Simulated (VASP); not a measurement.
Here is a VASP 6.6.1 calculation.

Contents of INCAR:

```
PREC = Accurate ; ENCUT = 520
EDIFF = 1E-6 ; ISMEAR = 0
SIGMA = 0.01 ; LREAL = F
LASPH = T ; NELM = 100
ALGO = Fast ; ISIF = 2
LWAVE = F ; LCHARG = F
GGA = PE
```

KPOINTS

```
regular mesh
0
Gamma
  1 1 1
```

The input POSCAR:

```
BH2ClO
1.0
   12.0000000000      0.0000000000      0.0000000000
    0.0000000000     12.0000000000      0.0000000000
    0.0000000000      0.0000000000     11.0000000000
O B Cl H
1 1 1 2
Direct
    0.4400620000      0.4220980000      0.4993480000
    0.5459620000      0.4587740000      0.5061360000
    0.5762630000      0.5941770000      0.4594840000
    0.3919270000      0.4739380000      0.4534100000
    0.6151580000      0.4099210000      0.5463800000
```

Potentials or basis: VASP PAW PBE potentials, release 64 (O, B, Cl, H).

Launch:

```bash
$ cat potpaw_PBE.64/O/POTCAR potpaw_PBE.64/B/POTCAR potpaw_PBE.64/Cl/POTCAR potpaw_PBE.64/H/POTCAR > POTCAR
$ mpirun -np 1 vasp_gam > vasp.out
```

Task: Estimate the largest force.

Result: 2.497 eV/Å.

Task: Estimate the gap between the frontier levels.

Result: 6.24 eV.

Forces in eV/Å, atoms in the order of the input:
```
O   -0.539 -0.086 -0.514
B   -1.679  1.238 -0.569
Cl   0.273  0.759 -0.368
H    0.265 -0.352  0.460
H    1.681 -1.559  0.990
```
